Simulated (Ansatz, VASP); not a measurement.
# MoP2SeS (2H-MoSSe under blue phosphorene, AB): VASP beside Ansatz

Aim: how closely do two programs agree when they are given the same cell, functional and k mesh? The structure shown is the start of the Ansatz relaxation below; VASP solves that cell, so the two are compared at the walk's first step.

Main program and level: Ansatz 0.2.0; plane waves, with VASP 6.6.1 beside it; single point at LDA.

## Step 1: The structure

The cell holds 5 atoms: 1 Se, 1 Mo, 1 S and 2 P. Its edges and angles: a = 3.265 Å, b = 3.265 Å, c = 39.266 Å, α = 90.0°, β = 90.0°, γ = 120.0°. Vacuum lies along c. The height across the vacuum is the one that the program set for its solve, not the one typed.

## Step 2: Ansatz: relaxation, LDA

Ansatz runs on its default PAW (the set named soft_2) files.

The two programs are compared at the cell with which this relaxation starts, whose forces are those of its first step.

input.yaml

```yaml
crystal:
  lattice:
    - [3.265, 0.0, 0.0]
    - [-1.6325, 2.8275729434, 0.0]
    - [0.0, 0.0, 25.7330713782]
  atoms:
    - { symbol: Se, position: [0.3333333333, 0.6666666667, 0.3497444929] }
    - { symbol: Mo, position: [0.0, 0.0, 0.4200208093] }
    - { symbol: S, position: [0.3333333333, 0.6666666667, 0.4816009405] }
    - { symbol: P, position: [0.0, 0.0, 0.6020684881] }
    - { symbol: P, position: [0.6666666667, 0.3333333333, 0.6502555071] }
  periodic: [true, true, false]
kpoints:
  mp_grid: { grid: [12, 12, 1] }
hamiltonian:
  xc: lda
scf:
  occupations: { method: fermi_dirac, width: 0.05 }
  convergence: { dr2_threshold: 1.0e-09 }
relax:
  f_tol: 0.004
  max_steps: 90
  cell: {}
output:
  write_potential: true
  write_density: true
  volumetric_format: npy
```

Launch:

```console
> ansatz run input.yaml --threads 8 --pin off --max-ram 12288MiB --backend cpu --events-out ev --progress --plain --runs-dir out
```

Numbers of over 12 decimals in the logs are rounded to 6 here.

The program printed:

```text
Warning: crystal.periodic: the lattice vector that does not repeat stood 0.000° off the slab's normal, 25.733 Å along it as the deck builds it. The run solves the slab on a vector along the normal, 39.266 Å long, with every atom where it was (on the deck's vector they left 18.00 Å outside them, and the widest stretch free of ions among them is 3.10 Å). A fractional position that the run reports is one of the run's ce [...]
Warning: relax.cell: scf.convergence.dr2_threshold = 1e-9 eV is looser than the 1.59001814335e-10 eV advised for a relaxation that steers and ends on the stress (1e-10 eV for each atom of the cell: 5, times the square of relax.cell.stress_2d_tol = 0.05 N/m over 17.7 Å (the atoms' height at the walk's start and 5 Å past either face), 2.820e-2 GPa, over a crystal's default 0.05). What an SCF threshold leaves in a stress goes as its square root, and in the free energy as the threshold itself, and one threshold admits the most on a small cell: [figures from the program's tests cut] Set scf.convergence.dr2_threshold to 1.59001814335e-10 eV or tighter. [rest of the remark cut]
crystal.periodic: the lattice vector that does not repeat stood 0.000° off the slab's normal, 25.733 Å along it as the deck builds it. The run solves the slab on a vector along the normal, 39.266 Å long, with every atom where it was (on the deck's vector they left 18.00 Å outside them, and the widest stretch free of ions among them is 3.10 Å). A fractional position that the run reports is one of the run's cell, which [...]
Engine: ansatz 0.2.0, aarch64-unknown-linux-gnu
Pseudopotentials: kind: paw
Pseudopotential: Se, paw, valence charge 16, recommended cutoff 420 eV (normal), Se.paw.azcp
Pseudopotential: Mo, paw, valence charge 14, recommended cutoff 420 eV (normal), Mo.paw.azcp
Pseudopotential: S, paw, valence charge 6, recommended cutoff 420 eV (normal), S.paw.azcp
Pseudopotential: P, paw, valence charge 5, recommended cutoff 420 eV (normal), P.paw.azcp
Functional definition: SPW92
  exchange = slater_x
  correlation = pw_c
Crystal: 5 atoms, lattice volume = 362.506 Å³
Basis set: ecut = 420 eV, 7223 PW (Γ)
[...]
SCF iter   7: F=—  HF=-12549.897086 eV  |F-HF|=—  |Δ(HF+E_count)|=   3.80e-8  Δρ=2.57e-6  dr2=3.45e-8  ethr=7.48e-10  ⟨swp⟩=2.7  Hψ=767  notcnv=0
SCF iter   8: F=—  HF=-12549.897086 eV  |F-HF|=—  |Δ(HF+E_count)|=  9.28e-10  Δρ=1.16e-6  dr2=9.09e-9  ethr=7.50e-11  ⟨swp⟩=3.0  Hψ=1121  notcnv=0
SCF iter   9: F=—  HF=-12549.897086 eV  |F-HF|=—  |Δ(HF+E_count)|=  9.02e-10  Δρ=4.64e-7  dr2=1.51e-9  ethr=1.98e-11  ⟨swp⟩=3.2  Hψ=1127  notcnv=0
SCF iter  10: F=-12549.897086 eV  HF=-12549.897086 eV  |F-HF|=5.28e-11  |Δ(HF+E_count)|=  3.09e-11  Δρ=1.13e-7  dr2=1.22e-10  ethr=2.17e-12  ⟨swp⟩=11.8  Hψ=4226  notcnv=0
SCF 7 converged in 10 iterations: F = -12549.897086 eV  dr2 = 1.22e-10
relax step   7: F+E_penalty+E_count = -12549.89708566 eV  Δ(F+E_penalty+E_count) = -2.969e-5 eV  max|allowed force component| = 1.158e-3 eV/Å  Δτ_max = 0.0063 Å  P = -0.005 N/m  Ω = 348.274 Å³  energy of the carried Pulay correction = +7.735e-4 eV  fix = [c, alpha, beta]  reactions: c -0.000 N/m  (10 SCF iters, accepted)
Initial wavefunctions: pseudopotential atomic-orbital guess (no wavefunctions were taken with the density)
iter 1 solved again at ethr=1.21e-7 eV; its pass at ethr=3.10e-3 eV (dr2=5.56e-5 eV) is discarded
SCF iter   1: F=—  HF=-12549.896500 eV  |F-HF|=—  |Δ(HF+E_count)|=         —  Δρ=2.00e-5  dr2=1.49e-7  ethr=1.21e-7  ⟨swp⟩=6.3  Hψ=6970  notcnv=0
preconditioner: auto → Resta (q_TF=auto, 1.947 Å⁻¹)  ε∞=2.7  [insulator: Δε(μ)=0.920 eV  Ē_g=8.103 eV  σ=0.050 eV  W_gap=1.00  n_scr=24 (ndim 8)  ℏωp=10.5 eV  f_vac=0.712  D(μ)=0.00/eV (n_scr^D=0)  ε∞_Penn≈2.7  vacuum switching on, ρ_ref=4.8e-3 e/Å³]
SCF iter   2: F=—  HF=-12549.896414 eV  |F-HF|=—  |Δ(HF+E_count)|=   8.62e-5  Δρ=1.05e-5  dr2=5.04e-8  ethr=3.24e-10  ⟨swp⟩=4.2  Hψ=1514  notcnv=0
SCF iter   3: F=—  HF=-12549.896414 eV  |F-HF|=—  |Δ(HF+E_count)|=   6.91e-8  Δρ=3.00e-6  dr2=2.31e-8  ethr=1.10e-10  ⟨swp⟩=2.7  Hψ=964  notcnv=0
SCF iter   4: F=—  HF=-12549.896414 eV  |F-HF|=—  |Δ(HF+E_count)|=   4.33e-9  Δρ=1.66e-6  dr2=2.44e-8  ethr=5.03e-11  ⟨swp⟩=2.9  Hψ=949  notcnv=0
SCF iter   5: F=—  HF=-12549.896414 eV  |F-HF|=—  |Δ(HF+E_count)|=   2.08e-9  Δρ=7.27e-7  dr2=4.47e-9  ethr=5.03e-11  ⟨swp⟩=1.5  Hψ=610  notcnv=0
SCF iter   6: F=-12549.896414 eV  HF=-12549.896414 eV  |F-HF|=1.89e-10  |Δ(HF+E_count)|=  8.73e-11  Δρ=1.36e-7  dr2=2.23e-10  ethr=2.17e-12  ⟨swp⟩=12.8  Hψ=4828  notcnv=0
SCF 8 converged in 6 iterations: F = -12549.896414 eV  dr2 = 2.23e-10
relax step   8: F+E_penalty+E_count = -12549.89641393 eV  Δ(F+E_penalty+E_count) = +6.717e-4 eV  max|allowed force component| = 1.184e-3 eV/Å  Δτ_max = 0.0000 Å  P = -0.014 N/m  Ω = 348.274 Å³  fix = [c, alpha, beta]  reactions: c -0.000 N/m  stress off target by 1.38e-2 N/m on what of the cell is left free  SCF on the basis re-selected at this cell (its energy is not comparable with the rows above)  (6 SCF iters)
basis re-selected at this cell: Δ(F+E_penalty+E_count) = +6.717e-4 eV, ΔP = -0.009 N/m vs the last step (what re-selecting the basis moved, of the pressure what is left beyond the Pulay correction that the steps carried, after the strain that the cell walked since its last selection, with what the two solves' SCF thresholds leave and, on support functions, any second-order correction that the steps lacked; it is no m [...]
WARN: The output density's exchange-correlation potential varies sharply where the density is thin. Do not read a vacuum level from v_tot or v_xc, or from such a field of the output density. On a cell that repeats whose density bears no net charge and no dipole along the vacuum's axis use v_es (v_loc + v_h of the components); under efield.dipole_correction with no amplitude use v_es + v_field, which holds any externa [...]
SCF converged after 6 iterations
Free energy (F): -12549.896414 eV
Harris-Foulkes:  -12549.896414 eV  (|F-HF|=1.89e-10)
Internal energy: -12549.896409 eV  (E = F + TS)
E sigma→0 (E₀):  -12549.896411 eV
Entropy (-TS):   -0.000005 eV (-0.001 meV/atom)
Fermi energy:    -4.709017 eV
--- Per-component energies (eV) ---
  E_band       = -1221.497648
  E_kinetic    = 812.415765
  E_local      = -154527.987923  (includes V_loc(G=0)·N_el)
  E_nonlocal   = -340.768306
  E_hartree    = 76664.775192
  E_xc         = -506.129911
  E_vxc        = -538.594220  (∫ρ·V_xc dr)
  E_paw        = -6565.357996  (= ΣΔE_a)
  E_vpaw       = 43.886171  (= ΣTr[D̂ρ^β])
  E_aug_tail   = -0.000578  (compensation charges beyond the density's cutoff)
  E_ewald      = 71910.079269
  E_core_change = 3.078079  (= ΣΔE_core)
  E_smearing   = -0.000005  (= −TS)
  E_closure    = -0.000000  (closes the sum)
  Σ components = -12549.896414   (vs F -12549.896414, Δ=0.00e0)
--- Forces (eV/Å), atoms counted from 1 ---
  atom   1  Se     0.00000000    -0.00000000    -0.00050588
  atom   2  Mo    -0.00000000    -0.00000000     0.00118453
  atom   3  S      0.00000000    -0.00000000    -0.00095624
  atom   4  P      0.00000000     0.00000000     0.00086758
  atom   5  P     -0.00000000    -0.00000000    -0.00058803
  max |Σ_I F_I| component: 1.95e-6 eV/Å
--- 2D stress c σ (N/m, compression-positive) ---
       -0.013810       0.000000      -0.000000
        0.000000      -0.013810       0.000000
       -0.000000       0.000000      -0.000000
  P = ½ c Tr σ = -0.0138 N/m
--- Band table (eV; the first three rows and the last of 19) ---
  k-point 0: bands = ["-66.4996", "-53.4122", "-53.4122", "-53.3705", "-53.3705", "-53.3548", "-40.7509", "-40.4990", "-40.4990", "-20.5764", "-20.3158", "-18.9506", "-12.8939", "-11.4421", "-8.4243", "-8.4243", "-8.1131", "-7.1110", "-7.1110", "-6.7136", "-5.9304", "-5.9304", "-5.1484", "-2.9886", "-2.9886", "-2.5748", "-2.5748", "-1.8877"]
  k-point 1: bands = ["-66.4973", "-53.4122", "-53.4118", "-53.3707", "-53.3706", "-53.3546", "-40.7457", "-40.5239", "-40.5046", "-20.4584", "-20.2110", "-18.8989", "-12.7972", "-11.3280", "-8.7134", "-8.3402", "-8.2574", "-7.2536", "-7.0916", "-6.8668", "-6.6511", "-6.2068", "-5.2354", "-3.1473", "-2.9555", "-2.8946", "-2.6397", "-2.1953"]
  k-point 2: bands = ["-66.4908", "-53.4122", "-53.4107", "-53.3710", "-53.3707", "-53.3541", "-40.7316", "-40.5914", "-40.5199", "-20.1082", "-19.9098", "-18.7516", "-12.5387", "-11.0407", "-9.2825", "-8.7828", "-8.5496", "-8.1916", "-7.4927", "-7.1169", "-6.7926", "-6.5814", "-5.5799", "-3.6390", "-3.1207", "-3.1004", "-2.8983", "-2.3671"]
  k-point 18: bands = ["-66.4596", "-53.4088", "-53.4084", "-53.3725", "-53.3717", "-53.3515", "-40.7726", "-40.7279", "-40.6634", "-18.0988", "-17.8295", "-15.7625", "-15.7437", "-11.7015", "-11.3265", "-10.6452", "-10.0786", "-9.4475", "-9.0605", "-8.1239", "-7.7950", "-7.6640", "-5.9224", "-4.2281", "-4.0551", "-3.1770", "-2.3418", "-1.0141"]
  the weakly bound empty levels are not read free of the cell's end (no_gap_told)
--- Relaxed structure (7 steps of the walk, 7 accepted, 1 SCFs on fresh bases) ---
  F+E_penalty+E_count = -12549.89641393 eV   max|allowed force component| = 1.184e-3 eV/Å   (the final SCF, on the basis selected at the relaxed cell)
  cell:  # Å, volume = 348.2738 Å³
    - [3.200265, 0.0, 0]
    - [-1.600133, 2.771511, 0]
    - [0, 0, 39.266143]
  atoms:
    - { symbol: Se, position: [0.333333, 0.666667, 0.235087] }
    - { symbol: Mo, position: [1.8931418600916204e-17, 3.7007434153633356e-17, 0.277938] }
    - { symbol: S, position: [0.333333, 0.666667, 0.316573] }
    - { symbol: P, position: [7.404560667939923e-18, 3.7007434153633356e-17, 0.389767] }
    - { symbol: P, position: [0.666667, 0.333333, 0.421428] }
```

## Step 3: VASP: single point, LDA, start cell

The same cell, functional (in two slightly different forms), mesh and smearing now go to VASP, with its own data sets.

Lines of VASP's logs that name or quote its potential files are left out, and so is its time.

INCAR

```
SYSTEM = MoP2SeS
PREC = Accurate
ENCUT = 400
EDIFF = 1E-06
NELM = 120
ISMEAR = -1
SIGMA = 0.05
LREAL = .FALSE.
ALGO = Normal
GGA = CA
NBANDS = 24
LASPH = .TRUE.
LORBIT = 11
LWAVE = .FALSE.
LCHARG = .FALSE.
ISIF = 2
LDIPOL = .TRUE.
IDIPOL = 3
DIPOL = 0.5 0.5 0.328
LVHAR = .TRUE.
GGA_COMPAT = .FALSE.
EFERMI = MIDGAP
NELMDL = -8
KPAR = 2
```

POSCAR

```
MoP2SeS
1.0
    3.2650000000      0.0000000000      0.0000000000
   -1.6325000000      2.8275730000      0.0000000000
    0.0000000000      0.0000000000     39.2661430000
Se Mo S P
1 1 1 2
Direct
    0.3333333923      0.6666667846      0.2292050941
    0.0000000000      0.0000000000      0.2752606743
    0.3333333923      0.6666667846      0.3156172227
    0.0000000000      0.0000000000      0.3945656440
    0.6666666077      0.3333332154      0.4261450125
```

KPOINTS

```
Automatic mesh
0
Gamma
12 12 1
0 0 0
```

PAW data sets: Se, Mo_sv, S and P (LDA family, release 64).

Launch:

```console
> mpirun -np 2 vasp_std
```

The program printed:

```text
[banner, memory and clock lines left out]
running    2 mpi-ranks, on    1 nodes
 distrk:  each k-point on    1 cores,    2 groups
 distr:  one band on    1 cores,    1 groups

 POSCAR found type information on POSCAR SeMoS P
 POSCAR found :  4 types and       5 ions
 LDA part: xc-table for (Slater(with rela. corr.)+CA(PZ))
 , standard interpolation
 POSCAR, INCAR and KPOINTS ok, starting setup
 FFT: planning ... GRIDC
 FFT: planning ... GRID_SOFT
 FFT: planning ... GRID
 WAVECAR not read
 entering main loop
       N       E                     dE             d eps       ncg     rms          rms(c)
DAV:   1     0.202456439419E+03    0.20246E+03   -0.14619E+04  1216   0.916E+02
DAV:   2    -0.163007886297E+02   -0.21876E+03   -0.21362E+03  1280   0.213E+02
DAV:   3    -0.361944901080E+02   -0.19894E+02   -0.19749E+02  1192   0.623E+01
DAV:   4    -0.366344046516E+02   -0.43991E+00   -0.43799E+00  1248   0.106E+01
DAV:   5    -0.366459395380E+02   -0.11535E-01   -0.11530E-01  1296   0.158E+00
DAV:   6    -0.366462870967E+02   -0.34756E-03   -0.34752E-03  1336   0.241E-01
DAV:   7    -0.366462912372E+02   -0.41405E-05   -0.41400E-05  1320   0.263E-02
DAV:   8    -0.366462913982E+02   -0.16099E-06   -0.16062E-06  1016   0.395E-03    0.195E+01
DAV:   9    -0.357059898472E+02    0.94030E+00   -0.78342E+00  1000   0.192E+01    0.839E+00
DAV:  10    -0.354794269230E+02    0.22656E+00   -0.59983E+00  1000   0.162E+01    0.610E+00
DAV:  11    -0.350854965599E+02    0.39393E+00   -0.10797E+00  1008   0.762E+00    0.165E+00
DAV:  12    -0.350804157044E+02    0.50809E-02   -0.10446E-01  1168   0.212E+00    0.776E-01
DAV:  13    -0.350745520807E+02    0.58636E-02   -0.25365E-02  1088   0.127E+00    0.326E-01
DAV:  14    -0.350740151618E+02    0.53692E-03   -0.76333E-03  1056   0.537E-01    0.109E-01
[...]
DAV:  21    -0.350744711938E+02   -0.49917E-04   -0.48787E-06   872   0.676E-03    0.199E-03
DAV:  22    -0.350745082418E+02   -0.37048E-04   -0.21474E-06   872   0.356E-03    0.109E-03
DAV:  23    -0.350745166740E+02   -0.84322E-05   -0.10669E-07   664   0.142E-03    0.108E-03
DAV:  24    -0.350745310781E+02   -0.14404E-04   -0.42348E-07   784   0.164E-03    0.572E-04
DAV:  25    -0.350745330194E+02   -0.19413E-05   -0.86015E-08   680   0.806E-04    0.420E-04
DAV:  26    -0.350745353351E+02   -0.23157E-05   -0.36896E-08   576   0.654E-04    0.182E-04
DAV:  27    -0.350745365674E+02   -0.12323E-05   -0.17863E-08   560   0.382E-04    0.128E-04
DAV:  28    -0.350745373697E+02   -0.80231E-06   -0.97190E-09   568   0.262E-04
   1 F= -.35074537E+02 E0= -.35074536E+02  d E =-.280645E-05
```

(Continued in part 2 of 2.)

[Lines on the potential files, build, host, timing and source positions are cut from VASP's logs without a mark.]

[Logs are printed without paths, hosts, clocks, repeated set-up lines and the standing remarks that a program may print on its own settings, such as how far it seeks lower states.]

[Hosts, paths, dates, database ids (printed as entryN), source tags and the programs' standing remarks are cut or masked in the printed files.]
